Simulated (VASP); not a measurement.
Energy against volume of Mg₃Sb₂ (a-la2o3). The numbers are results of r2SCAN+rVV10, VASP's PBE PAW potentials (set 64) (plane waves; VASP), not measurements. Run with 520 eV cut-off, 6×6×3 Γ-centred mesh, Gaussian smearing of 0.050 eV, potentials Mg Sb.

Shape and ions are relaxed at each volume.

| V (Å³/atom) | E (eV/atom) |
|---|---|
| 25.202 | -13.10190 |
| 25.981 | -13.10542 |
| 26.761 | -13.10203 |
| 27.540 | -13.09273 |

Question: Fit these four points and predict the energy of the run at 24.422 Å³/atom.

Answer: A cubic in V^(−2/3), the third-order Birch-Murnaghan form, passes through the four points with V0 = 25.97 Å³/atom and B0 = 47 GPa, and gives -13.0903 eV/atom there. The run gave -13.0903 eV/atom, +0.0 meV/atom from the fit; all five points give B0 = 47 GPa.

The compound is Mg3Sb2 in the a-la2o3 structure. It was relaxed first.
